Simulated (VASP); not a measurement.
# Li3NbP2 (P6/mmm) in VASP: further runs, part 2 of 2

VASP 6.6.1.

**3. Relaxation of cell and atoms, PBEsol+U (volume scaled by 1.25)**

run.py reads:

```python
from ase.calculators.vasp import Vasp
from ase.filters import FrechetCellFilter
from ase.io import read
from ase.optimize import BFGS

atoms = read('POSCAR')
calc = Vasp(
    directory='calc',
    xc='pbesol',
    pp='PBE',
    setups='recommended',
    prec='Accurate',
    encut=600,
    ediff=1e-07,
    ismear=0,
    sigma=0.05,
    lreal=False,
    lasph=True,
    nelm=100,
    algo='Normal',
    isif=2,
    lwave=False,
    lcharg=False,
    lmaxmix=4,
    ldautype=2,
    ldauprint=1,
    ldau_luj={'Nb': {'L': 2, 'U': 2, 'J': 0.5}},
    kpts=[5, 5, 5],
    gamma=True,
)
atoms.calc = calc
opt = BFGS(FrechetCellFilter(atoms), trajectory='relax.traj')
converged = opt.run(fmax=0.01, steps=40)
print('converged:', converged)

print('energy (eV):', atoms.get_potential_energy())
print('free energy (eV):', atoms.get_potential_energy(force_consistent=True))
print('forces (eV/A):')
print(atoms.get_forces())
print('stress (eV/A^3, Voigt):', atoms.get_stress())
print('Fermi level (eV):', calc.get_fermi_level())
print('cell (A, degrees):', atoms.cell.cellpar())
print('volume (A^3):', atoms.get_volume())
print('scaled positions:')
print(atoms.get_scaled_positions())
```

POSCAR reads:

```
Li3NbP2
1.0
    5.1495621126      0.0000000000      0.0000000000
   -2.5747756702      4.4596474918      0.0000000000
    0.0000000000      0.0000000000      4.3337961894
Li Nb P
3 1 2
Direct
    0.0000000000      0.5000000000      0.5000000000
    0.5000000000      0.0000000000      0.5000000000
    0.5000000000      0.5000000000      0.5000000000
    0.0000000000      0.0000000000      0.0000000000
    0.3333300000      0.6666700000      0.0000000000
    0.6666700000      0.3333300000      0.0000000000
```

Potentials or basis: VASP PAW PBE potentials, release 64 (Li_sv, Nb_sv, P).

Run with:

```bash
$ python run.py
```

Run time: 7.6 min. Hardware: 1 thread of Intel Xeon Platinum 8488C (Sapphire Rapids), shared host; peak memory 0.22 GiB.

Results (log left out):

| Item | Value |
| --- | --- |
| Free energy | -29.2671 eV |
| Relaxed volume | 12.94 Å³/atom |
| Relaxed cell | a = 4.735 Å, b = 4.735 Å, c = 3.998 Å, α = 90.00°, β = 90.00°, γ = 120.00° |
| Space group after relaxing (to 0.05 Å) | P6/mmm (No. 191) |
| Energy gained by relaxing | 189.5 meV/atom |
| Ionic steps | 10 |
| Pressure after relaxing | 0.0 GPa |
| Band gap on the k mesh | none (metal or under the smearing width) |

Step by step:
| step | energy change (eV) | largest force (eV/Å) | pressure (GPa) | volume (Å³) |
| --- | --- | --- | --- | --- |
| 1 | 0.0000 | 0.0000 | -13.72 | 99.53 |
| 2 | -0.0848 | 0.0000 | -13.43 | 98.52 |
| 3 | -0.7348 | 0.0000 | -9.72 | 89.57 |
| 4 | -1.0920 | 0.0000 | -3.96 | 81.42 |
| 5 | -1.1320 | 0.0000 | 0.93 | 77.02 |
| 6 | -1.1353 | 0.0000 | -0.11 | 77.84 |
| 7 | -1.1354 | 0.0000 | -0.06 | 77.80 |
| 8 | -1.1363 | 0.0000 | 0.20 | 77.53 |
| 9 | -1.1366 | 0.0000 | 0.17 | 77.52 |
| 10 | -1.1368 | 0.0000 | 0.05 | 77.61 |

Final structure:
```xyz
6
Lattice="4.7345 0.0000 0.0000 -2.3673 4.1002 0.0000 0.0000 0.0000 3.9980" Properties=species:S:1:pos:R:3 pbc="T T T"
Li   -1.1836    2.0501    1.9990
Li    2.3673    0.0000    1.9990
Li    1.1836    2.0501    1.9990
Nb    0.0000    0.0000    0.0000
P     0.0000    2.7335    0.0000
P     2.3673    1.3667    0.0000
```

Levels at points of the mesh, in eV from the Fermi level:
| k point | band 12 | band 13 | band 14 | band 15 | band 16 | band 17 | band 18 | band 19 | band 20 |
| --- | --- | --- | --- | --- | --- | --- | --- | --- | --- |
| (0.00, 0.00, 0.00) | -3.58 | -1.41 | -0.98 | -0.98 | 0.77 | 0.85 | 0.85 | 4.17 | 4.32 |

Eigenvalues of the final occupation matrices:
```csv
site,spin,trace,eigenvalues
site 4 d,1,1.13,0.18 0.18 0.26 0.26 0.26
site 4 d,2,1.13,0.18 0.18 0.26 0.26 0.26
```

Caveat: the cutoff is under 1.25 times the usual one of these potentials, so pressure, stress and relaxed cells hold a basis-set (Pulay) error; the PAW data sets were made with another functional, which shifts forces and pressure a little; U without spin polarisation on a metal has little footing; the U is typed as a test and isn't derived for this compound.

**4. Single point, r2SCAN**

run.py reads:

```python
from ase.calculators.vasp import Vasp
from ase.dft.bandgap import bandgap
from ase.io import read

atoms = read('POSCAR')
calc = Vasp(
    directory='calc',
    xc='r2scan',
    pp='PBE',
    setups={'base': 'minimal', 'Li': '_GW', 'Nb': '_sv_GW', 'P': '_GW'},
    prec='Normal',
    encut=550,
    ediff=1e-06,
    ismear=-5,
    sigma=0.05,
    lreal=False,
    lasph=False,
    nelm=80,
    algo='Normal',
    isif=2,
    lwave=False,
    lcharg=False,
    lmixtau=True,
    kpts=[7, 7, 7],
    gamma=True,
    nbands=22,
)
atoms.calc = calc

print('energy (eV):', atoms.get_potential_energy())
print('free energy (eV):', atoms.get_potential_energy(force_consistent=True))
print('forces (eV/A):')
print(atoms.get_forces())
print('stress (eV/A^3, Voigt):', atoms.get_stress())
print('Fermi level (eV):', calc.get_fermi_level())
gap, top, bottom = bandgap(calc)
print('band gap (eV):', gap, 'from (spin, k, band)', top, 'to', bottom)
```

Edit POSCAR of step 3 so:

```diff
@@ -2,5 +2,5 @@
 1.0
-    5.1495621126      0.0000000000      0.0000000000
-   -2.5747756702      4.4596474918      0.0000000000
-    0.0000000000      0.0000000000      4.3337961894
+    4.7804300000      0.0000000000      0.0000000000
+   -2.3902100000      4.1399700000      0.0000000000
+    0.0000000000      0.0000000000      4.0231400000
 Li Nb P
```

Potentials or basis: VASP PAW PBE potentials, release 64 (Li_GW, Nb_sv_GW, P_GW).

Run with:

```bash
$ python run.py
```

The log of the run:

```text
energy (eV): -53.31508765
free energy (eV): -53.31508765
forces (eV/A):
[[ 0.         0.         0.       ]
 [ 0.         0.         0.       ]
 [ 0.         0.         0.       ]
 [ 0.         0.         0.       ]
 [ 0.0003225 -0.0001862  0.       ]
 [-0.0003225  0.0001862  0.       ]]
stress (eV/A^3, Voigt): [ 4.22650552e-03  4.24819969e-03  2.66532329e-03 -0.00000000e+00
 -0.00000000e+00  1.87996439e-05]
Fermi level (eV): 4.94972355
band gap (eV): 0.0 from (spin, k, band) (None, None, None) to (None, None, None)
```

OUTCAR:

```text
ENCUT = 550.000000
   EDIFF = 1.00e-06
   METAGGA = R2SCAN
   PREC = Normal
   ISIF = 2
   ISMEAR = -5
   NELM = 80
   LASPH = .FALSE.
   LREAL = .FALSE.
     LASPH = .TRUE.)

 ion  position               nearest neighbor table
   1  0.000  0.500  0.500-   2 2.39   2 2.39   3 2.39   3 2.39   5 2.44   6 2.44   5 2.44   6 2.44

[... 822 lines left out ...]
 VOLUME and BASIS-vectors are now :
 -----------------------------------------------------------------------------
  energy-cutoff  :      550.00
  volume of cell :       79.62
      direct lattice vectors                 reciprocal lattice vectors
     4.780430000  0.000000000  0.000000000     0.209186203  0.120773569  0.000000000
    -2.390210000  4.139970000  0.000000000     0.000000000  0.241547644  0.000000000
     0.000000000  0.000000000  4.023140000     0.000000000  0.000000000  0.248562068

 POSITION                                       TOTAL-FORCE (eV/Angst)
 -----------------------------------------------------------------------------------
     -1.19511      2.06998      2.01157         0.000000      0.000000      0.000000
      2.39021      0.00000      2.01157         0.000000      0.000000      0.000000
      1.19511      2.06998      2.01157         0.000000      0.000000      0.000000
      0.00000      0.00000      0.00000         0.000000      0.000000      0.000000
     -0.00002      2.75999      0.00000         0.000323     -0.000186      0.000000
      2.39024      1.37998      0.00000        -0.000323      0.000186      0.000000
 -----------------------------------------------------------------------------------
    total drift:                               -0.000000      0.000000      0.000000

  FREE ENERGIE OF THE ION-ELECTRON SYSTEM (eV)
  ---------------------------------------------------
  free  energy   TOTEN  =       -53.3150876482 eV

  energy  without entropy=      -53.3150876482  energy(sigma->0) =      -53.31508765
```

INCAR:

```text
ENCUT = 550.000000
SIGMA = 0.050000
EDIFF = 1.00e-06
ALGO = Normal
METAGGA = R2SCAN
PREC = Normal
ISIF = 2
ISMEAR = -5
NBANDS = 22
NELM = 80
LASPH = .FALSE.
LCHARG = .FALSE.
LWAVE = .FALSE.
LMIXTAU = .TRUE.
LREAL = .FALSE.
```

Run time: 3.2 min. Hardware: 1 thread of Intel Xeon Platinum 8488C (Sapphire Rapids), shared host; peak memory 0.28 GiB.

What came out:

* Free energy: -53.3151 eV
* Pressure: -0.6 GPa
* Band gap on the k mesh: none (metal or under the smearing width)

Stress tensor (GPa, compression positive):
```
-0.68  0.00  0.00
 0.00 -0.68  0.00
 0.00  0.00 -0.43
```

Caveat: the PAW data sets were made with another functional, which shifts forces and pressure a little; tetrahedron occupations give inexact forces and stress in metals.

**5. Overview**

| task | level | potentials or basis | U | cell | k mesh | cutoff (eV) | smearing | LDAUTYPE | hund's J | optimiser | other keys | gap on the mesh (eV) | pressure (GPa) |
| --- | --- | --- | --- | --- | --- | --- | --- | --- | --- | --- | --- | --- | --- |
| relaxation of cell and atoms | PBE | VASP PAW PBE potentials, release 64 (Li_sv, Nb_sv, P) | - | relaxed | 7 × 7 × 7 | 600 | gaussian 0.05 eV | - | - | - | - | none | -0.1 |
| relaxation of cell and atoms | PBEsol+U | VASP PAW PBE potentials, release 64 (Li_sv, Nb_sv, P) | Nb d U = 2 eV, J = 0.5 eV | relaxed from: volume scaled by 1.25 | 5 × 5 × 5 | 600 | gaussian 0.05 eV | 2 | 0.5 | BFGS | - | none | 0.0 |
| single point | r2SCAN | VASP PAW PBE potentials, release 64 (Li_GW, Nb_sv_GW, P_GW) | - | as given | 7 × 7 × 7 | 550 | tetrahedron | - | - | - | PREC = Normal; LASPH = no | none | -0.6 |

Alike in all rows: no spin polarisation.

Caveats: the cutoff is under 1.25 times the usual one of these potentials, so pressure, stress and relaxed cells hold a basis-set (Pulay) error (some runs); the PAW data sets were made with another functional, which shifts forces and pressure a little (some runs); the relaxation stopped at its first step, so nothing moved (some runs); U without spin polarisation on a metal has little footing (some runs); the U is typed as a test and isn't derived for this compound (some runs); tetrahedron occupations give inexact forces and stress in metals (some runs).

Total energies depend on the potentials used, so only differences within one code and one set of settings carry meaning.
